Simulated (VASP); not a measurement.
Given:

```
CELL_PARAMETERS angstrom
      1.65042    -2.85861     0.00000
      1.65042     2.85861     0.00000
      0.00000     0.00000    13.00698
ATOMIC_POSITIONS crystal
  Mo 0.33333 0.66667 0.25000
  Mo 0.66667 0.33333 0.75000
  Se 0.33333 0.66667 0.87902
  Se 0.66667 0.33333 0.37902
  Se 0.66667 0.33333 0.12098
  Se 0.33333 0.66667 0.62098
```

Level of theory: optB86b-vdW, VASP's PBE PAW potentials (set 64) (plane waves; VASP 6.6.1). Numerical set-up: 520 eV cut-off, 9×9×2 Γ-centred mesh, tetrahedra with Blöchl corrections, potentials Mo_sv Se.

The cores are frozen, which limits the accuracy of field gradients.

**Question.** Give the principal components of the electric field gradient (V/Å²) and the asymmetry η at each nucleus.

**Answer.** 
| atom | Vxx | Vyy | Vzz | η |
|---|---|---|---|---|
| Mo1 | 35.7 | 35.7 | -71.5 | 0.00 |
| Mo2 | 35.7 | 35.7 | -71.5 | 0.00 |
| Se3 | 44.9 | 44.9 | -89.9 | 0.00 |
| Se4 | 44.9 | 44.9 | -89.9 | 0.00 |
| Se5 | 44.9 | 44.9 | -89.9 | 0.00 |
| Se6 | 44.9 | 44.9 | -89.9 | 0.00 |

The compound is MoSe2 in the 2H layered structure. It was relaxed first.
